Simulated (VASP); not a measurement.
The system is AlIn7.

```
Al In
1.0
     0.00000    4.74858    4.74858
     4.74858    0.00000    4.74858
     4.74858    4.74858    0.00000
Al In
1 7
Direct
  0.25000 0.25000 0.25000
  0.22350 0.77650 0.77650
  0.77650 0.22350 0.22350
  0.77650 0.77650 0.22350
  0.22350 0.22350 0.77650
  0.22350 0.77650 0.22350
  0.77650 0.22350 0.77650
  0.50000 0.50000 0.50000
```

The cell was built by a generator and needn't be a form met in nature.

- Program: VASP 6.6.1
- Task: relaxation of cell and atoms
- Functional: PBE
- Potentials or basis: VASP PAW PBE potentials, release 64 (Al, In_d)
- Cutoff: 520 eV
- k mesh: 3 × 3 × 3
- Occupations: gaussian, width 0.15 eV
- Spin: no spin polarisation

At the start: pressure 8.0 GPa; volume 26.77 Å³/atom.

Where does the relaxation end?

Over 6 steps the energy falls by 139.1 meV/atom and the volume is 31.94 Å³/atom (+19.3 %); space group F-43m (No. 216, to 0.05 Å).

The path:
| step | energy change (eV) | largest force (eV/Å) | pressure (GPa) | volume (Å³) |
| --- | --- | --- | --- | --- |
| 1 | 0.0000 | 1.0337 | 8.04 | 214.15 |
| 2 | -1.1075 | 0.1415 | -0.75 | 258.55 |
| 3 | -1.1031 | 0.2327 | 0.90 | 255.07 |
| 4 | -1.1069 | 0.1568 | -0.46 | 257.30 |
| 5 | -1.1056 | 0.2370 | 0.26 | 256.34 |
| 6 | -1.1125 | 0.0653 | 0.26 | 255.52 |

Final structure:
```xyz
8
Lattice="0.0000 5.0366 5.0366 5.0366 0.0000 5.0366 5.0366 5.0366 0.0000" Properties=species:S:1:pos:R:3 pbc="T T T"
Al    2.5183    2.5183    2.5183
In    7.8810    5.0366    5.0366
In    2.1921    5.0366    5.0366
In    5.0366    5.0366    7.8810
In    5.0366    5.0366    2.1921
In    5.0366    2.1921    5.0366
In    5.0366    7.8810    5.0366
In    5.0366    5.0366    5.0366
```

Caveat: the k mesh is coarse (spacing up to 0.38 Å⁻¹), so the values aren't converged; the volume moved by over 15 % at a fixed basis, so the end points are rough.
